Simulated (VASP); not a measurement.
Consider the following.

```
CELL_PARAMETERS angstrom
      0.00000     2.42000     2.42000
      2.42000     0.00000     2.42000
      2.42000     2.42000     0.00000
ATOMIC_POSITIONS crystal
  Na 0.00000 0.00000 0.00000
  H  0.50000 0.50000 0.50000
```

The numbers are results of AM05 GGA, VASP's PBE PAW potentials (set 64) (plane waves; VASP 6.6.1), not measurements. Settings: 520 eV cut-off, 9×9×9 Γ-centred mesh, Gaussian smearing of 0.050 eV, potentials Na_pv H.

Task: What does the run give for the energy per atom (σ→0)?

Result: 
```json
{
  "energy per atom (σ→0)": "-2.459 eV/atom"
}
```

The absolute energy has meaning only against runs of the same code, potentials and settings.

The compound is NaH in the rock salt structure. It was relaxed first. The start is the result of an earlier pass.
